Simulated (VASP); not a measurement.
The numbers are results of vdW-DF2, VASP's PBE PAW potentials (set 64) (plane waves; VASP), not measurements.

VASP ran on this input.

File POSCAR:
```
Cr
1.0
  2.8773067031   0.0000000000   0.0000000000
  0.0000000000   2.8773067031   0.0000000000
  0.0000000000   0.0000000000   2.8773067031
Cr
2
direct
  0.0000000000   0.0000000000   0.0000000000
  0.5000000000   0.5000000000   0.5000000000
```

**INCAR**
```
SYSTEM = Cr
PREC = Accurate; ENCUT = 520; LREAL = .FALSE.
LASPH = .TRUE.
EDIFF = 1E-7; NELM = 100; ALGO = Normal
LMAXMIX = 4
ISMEAR = 1; SIGMA = 0.1
GGA = ML; LUSE_VDW = .TRUE.; AGGAC = 0.0
ZAB_VDW = -1.8867
MAGMOM = 1.0 -1.0
ISPIN = 2
ISIF = 2
LWAVE = .FALSE.; LCHARG = .FALSE.; LORBIT = 10
```

File KPOINTS:
```
Automatic mesh
0
Gamma
13 13 13
0 0 0
```

POTCAR, in this order: Cr_pv (PBE.64 set). Program: vasp_std.

Predict the energy per atom (σ→0), cell moment, pressure, band gap (on the k-mesh).

The energy per atom (σ→0) is -5.652 eV/atom and the cell moment is 0.00 μB. The band gap (on the k-mesh) is none (metal, semimetal or under 0.01 eV) and the pressure is 6.21 GPa.

OSZICAR:
```
...
DAV:  14    -0.113030734910E+02   -0.72677E-04   -0.35002E-03  7088   0.376E-01    0.107E-02
DAV:  15    -0.113030809852E+02   -0.74943E-05   -0.49746E-05  5776   0.665E-02    0.361E-03
DAV:  16    -0.113030807734E+02    0.21186E-06   -0.18766E-06  9240   0.973E-03    0.178E-03
DAV:  17    -0.113030803887E+02    0.38469E-06   -0.21901E-07  3424   0.283E-03    0.101E-03
DAV:  18    -0.113030801032E+02    0.28550E-06   -0.20375E-08  2704   0.134E-03    0.689E-04
DAV:  19    -0.113030799454E+02    0.15777E-06   -0.92313E-09  2736   0.961E-04    0.340E-04
DAV:  20    -0.113030799547E+02   -0.93369E-08   -0.40850E-09  2704   0.595E-04
   1 F= -.11303080E+02 E0= -.11303038E+02  d E =-.126213E-03  mag=    -0.0000
```

The compound is Cr in the bcc, AFM order structure. This cell is one point of a volume scan, at 0.97 of the reference volume.
